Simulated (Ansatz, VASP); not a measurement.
# SiRh3 in VASP and in Ansatz

Contents of INCAR:

```
  PREC = Accurate
  ENCUT = 520
  EDIFF = 1E-7
  ISMEAR = -1
  SIGMA = 0.05
  LREAL = False
  LASPH = True
  NELM = 80
  ALGO = Normal
  ISIF = 2
  LWAVE = False
  LCHARG = False
  GGA = PE
  NBANDS = 32
```

KPOINTS

```
regular mesh
0
Gamma
  10 10 10
```

POSCAR

```
SiRh3
1.0
   -1.9335680000      1.9335680000      3.6693440000
    1.9335680000     -1.9335680000      3.6693440000
    1.9335680000      1.9335680000     -3.6693440000
Rh Si
3 1
Direct
    0.5000000000      0.5000000000      0.0000000000
    0.2500000000      0.7500000000      0.5000000000
    0.7500000000      0.2500000000      0.5000000000
    0.0000000000      0.0000000000      0.0000000000
```

The input input.yaml:

```yaml
crystal:
  lattice:
    - [-1.933568, 1.933568, 3.669344]
    - [1.933568, -1.933568, 3.669344]
    - [1.933568, 1.933568, -3.669344]
  atoms:
    - { symbol: Rh, position: [0.5, 0.5, 0.0] }
    - { symbol: Rh, position: [0.25, 0.75, 0.5] }
    - { symbol: Rh, position: [0.75, 0.25, 0.5] }
    - { symbol: Si, position: [0.0, 0.0, 0.0] }
hamiltonian:
  xc: pbe
  pseudopotentials: { kind: paw }
kpoints:
  mp_grid: { grid: [10, 10, 10] }
scf:
  occupations: { method: fermi_dirac, width: 0.05 }
output:
  forces: true
  stress: true
  eigenvalues: true
  write_density: true
  write_potential: true
  elf: true
  volumetric_format: npy
```

The cell comes from a database or a generator and needn't be the stable form of this composition.

Alike in both runs: task single point; functional PBE; k mesh 10 × 10 × 10; occupations fermi-dirac, width 0.05 eV; no spin polarisation.

```csv
,VASP,Ansatz
version,VASP 6.6.1,Ansatz 0.2.0
potentials or method,"VASP PAW PBE potentials, release 64 (Rh_pv, Si)",Ansatz PAW
plane-wave cutoff (eV),520,420
valence electrons in the cell,49,55
```

VASP gave:

* gap on the k mesh at the Fermi level (eV): none
* pressure (GPa): -2.1
* largest component of the traceless stress (GPa): 0.15

Problem. Which values does Ansatz return?

Solution. gap on the k mesh at the Fermi level (eV): none; pressure (GPa): -2.1; largest component of the traceless stress (GPa): 0.14.

A gap of «none» marks a metal or a gap that the smearing closes. The two sets of potentials don't hold the same shells in valence.
